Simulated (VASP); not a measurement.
```xyz
1
Lattice="0.0000 1.9200 1.9200 1.9200 0.0000 1.9200 1.9200 1.9200 0.0000" Properties=species:S:1:pos:R:3 pbc="T T T"
Ir     0.0000     0.0000     0.0000
```

All values below come from RPBE GGA, VASP's PBE PAW potentials (set 64) (plane waves; VASP). Numerical set-up: 520 eV cut-off, 15×15×15 Γ-centred mesh, first-order Methfessel-Paxton smearing of 0.10 eV, potentials Ir.

Energy and stress use the plane-wave basis of the starting cell.

Question: The ions, cell shape and volume are relaxed. Predict the relaxed structure.

Answer: 
```xyz
1
Lattice="0.0000 1.9436 1.9436 1.9436 0.0000 1.9436 1.9436 1.9436 0.0000" Properties=species:S:1:pos:R:3 pbc="T T T"
Ir     0.0000     0.0000     0.0000
```
Space group Fm-3m (225), at a tolerance of 0.03 Å.

Question: How do energy and volume change from the first to the last step?

Answer: The energy (σ→0) changes by -21.0 meV/atom and the volume by +3.7 %, in 4 ionic steps.

The compound is Ir in the fcc structure. This run relaxes it. Symmetry was kept, so distortions that lower it aren't found.
